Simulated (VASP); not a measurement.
These are PBE GGA, VASP's PBE PAW potentials (set 64) (plane waves; VASP 6.6.1) values and carry that method's errors.

A VASP calculation is set up with these files.

File KPOINTS:
```
Automatic mesh
0
gamma
 1 1 1
```

POSCAR:
```
Al32As31
1.0
 11.4648462108   0.0000000000   0.0000000000
  0.0000000000  11.4648462108   0.0000000000
  0.0000000000   0.0000000000  11.4648462108
Al As
32 31
Cartesian
  5.7324231054   0.0000000000   0.0000000000
  8.5986346581   2.8662115527   0.0000000000
  8.5986346581   0.0000000000   2.8662115527
  0.0000000000   0.0000000000   0.0000000000
  2.8662115527   2.8662115527   0.0000000000
  5.7324231054   5.7324231054   0.0000000000
  8.5986346581   8.5986346581   0.0000000000
  2.8662115527   0.0000000000   2.8662115527
  5.7078195454   2.8225992777   2.9094798823
  8.6033581747   5.7797499906   2.9064531629
  5.7324231054   0.0000000000   5.7324231054
  8.6437832225   2.9150861921   5.7123137651
  8.5986346581   0.0000000000   8.5986346581
  0.0000000000   5.7324231054   0.0000000000
  2.8662115527   8.5986346581   0.0000000000
  0.0000000000   2.8662115527   2.8662115527
  2.8662115527   5.7324231054   2.8662115527
  5.7324231054   8.5986346581   2.8662115527
  0.0000000000   0.0000000000   5.7324231054
  2.8662115527   2.8662115527   5.7324231054
  5.7447134205   5.7798646390   5.7491961754
  8.5986346581   8.5986346581   5.7324231054
  2.8662115527   0.0000000000   8.5986346581
  5.7324231054   2.8662115527   8.5986346581
  8.5986346581   5.7324231054   8.5986346581
  0.0000000000   8.5986346581   2.8662115527
  0.0000000000   5.7324231054   5.7324231054
  2.8662115527   8.5986346581   5.7324231054
  0.0000000000   2.8662115527   8.5986346581
  2.8662115527   5.7324231054   8.5986346581
  5.7324231054   8.5986346581   8.5986346581
  0.0000000000   8.5986346581   8.5986346581
  7.1655288817   1.4331057763   1.4331057763
 10.0317404344   4.2993173290   1.4331057763
 10.0317404344   1.4331057763   4.2993173290
  1.4331057763   1.4331057763   1.4331057763
  4.2993173290   4.2993173290   1.4331057763
  7.1655288817   7.1655288817   1.4331057763
 10.0317404344  10.0317404344   1.4331057763
  4.2993173290   1.4331057763   4.2993173290
 10.0317404344   7.1655288817   4.2993173290
  7.1655288817   1.4331057763   7.1655288817
 10.0317404344   4.2993173290   7.1655288817
 10.0317404344   1.4331057763  10.0317404344
  1.4331057763   7.1655288817   1.4331057763
  4.2993173290  10.0317404344   1.4331057763
  1.4331057763   4.2993173290   4.2993173290
  4.2993173290   7.1655288817   4.2993173290
  7.1655288817  10.0317404344   4.2993173290
  1.4331057763   1.4331057763   7.1655288817
  4.2993173290   4.2993173290   7.1655288817
  7.1655288817   7.1655288817   7.1655288817
 10.0317404344  10.0317404344   7.1655288817
  4.2993173290   1.4331057763  10.0317404344
  7.1655288817   4.2993173290  10.0317404344
 10.0317404344   7.1655288817  10.0317404344
  1.4331057763  10.0317404344   4.2993173290
  1.4331057763   7.1655288817   7.1655288817
  4.2993173290  10.0317404344   7.1655288817
  1.4331057763   4.2993173290  10.0317404344
  4.2993173290   7.1655288817  10.0317404344
  7.1655288817  10.0317404344  10.0317404344
  1.4331057763  10.0317404344  10.0317404344
```

**INCAR**
```
# general
SYSTEM  = Al32As31
PREC    = Normal
ENCUT   = 400
LREAL   = Auto
LASPH   = .True.
ISYM    = 0
NELECT  = 252.0

# electronic loop
EDIFF   = 1E-5
NELM    = 100
NELMIN  = 4
ALGO    = Fast
LMAXMIX = 4

# smearing
ISMEAR  = 0
SIGMA   = 0.05

# functional
GGA     = PE

# ions
IBRION  = 2
NSW     = 60
ISIF    = 2
EDIFFG  = -0.03

# output
LWAVE   = .True.
LCHARG  = .False.
```

POTCAR, in this order: Al As (PBE.64 set). Program: vasp_gam.

The cell is charged, with a uniform compensating background. The supercell is sampled at Γ alone, which is coarse: total energies, pressure and levels can be off, energies of defects by several tenths of an eV.

Q: Estimate the energy per atom (σ→0).

A: 
```
Quantity                        Value
---------------------  --------------
energy per atom (σ→0)  -4.497 eV/atom
```

**OSZICAR**
```
...
RMM:   5    -0.283357539188E+03   -0.25928E-05   -0.28750E-05   215   0.123E-02
  16 F= -.28335754E+03 E0= -.28333269E+03  d E =-.212543E-02
       N       E                     dE             d eps       ncg     rms          rms(c)
DAV:   1    -0.283358245415E+03   -0.70882E-03   -0.17232E-02   328   0.270E-01    0.474E-02
RMM:   2    -0.283358313689E+03   -0.68275E-04   -0.10589E-03   316   0.620E-02    0.181E-02
RMM:   3    -0.283358330224E+03   -0.16535E-04   -0.19155E-04   333   0.281E-02    0.129E-02
RMM:   4    -0.283358331256E+03   -0.10317E-05   -0.27627E-05   212   0.124E-02
  17 F= -.28335833E+03 E0= -.28333372E+03  d E =-.792068E-03
```

The cell is a supercell with a defect, built from AlAs (zinc blende): vac_As, charge -1. The run is not spin-polarised, so no state with unpaired spins was tried.
